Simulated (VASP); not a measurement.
Calculation: PBE GGA, VASP's PBE PAW potentials (set 64) (plane waves; VASP).

Input for VASP

File POSCAR:
```
MgO
4.2468920
  0.0000000000   0.5000000549   0.5000000549
  0.5000000549   0.0000000000   0.5000000549
  0.5000000549   0.5000000549   0.0000000000
Mg O
1 1
direct
  0.0000000000   0.0000000000   0.0000000000
  0.5000000000   0.5000000000   0.5000000000
```

### INCAR
```
SYSTEM = MgO
PREC = Accurate; ENCUT = 520; LREAL = .FALSE.
LASPH = .TRUE.
EDIFF = 1E-7; NELM = 100; ALGO = Normal
ISMEAR = -5
GGA = PE
ISIF = 2
LWAVE = .FALSE.; LCHARG = .TRUE.; LORBIT = 11
NEDOS = 601
```

KPOINTS:
```
Automatic
0
G
 12 12 12
```

POTCAR, in this order: Mg O (PBE.64 set). Program: vasp_std.

Question: Predict the energy per atom (σ→0), band gap (on the k-mesh).

Answer: 
```yaml
energy per atom (σ→0): -5.956 eV/atom
band gap (on the k-mesh): 4.49 eV
```

### OSZICAR
```
...
DAV:   7    -0.119174266101E+02    0.15626E-01   -0.52334E-02  1224   0.270E+00    0.132E+00
DAV:   8    -0.119117632384E+02    0.56634E-02   -0.25834E-02  1152   0.243E+00    0.163E-01
DAV:   9    -0.119116542213E+02    0.10902E-03   -0.43448E-04  1696   0.187E-01    0.754E-02
DAV:  10    -0.119117645695E+02   -0.11035E-03   -0.13831E-04  1184   0.125E-01    0.535E-03
DAV:  11    -0.119117647532E+02   -0.18370E-06   -0.10076E-06  1704   0.907E-03    0.312E-03
DAV:  12    -0.119117646507E+02    0.10255E-06   -0.46642E-07  1224   0.606E-03    0.297E-04
DAV:  13    -0.119117646338E+02    0.16936E-07   -0.40429E-09   688   0.797E-04
   1 F= -.11911765E+02 E0= -.11911765E+02  d E =0.000000E+00
```

The compound is MgO in the rock salt structure. It was relaxed first.
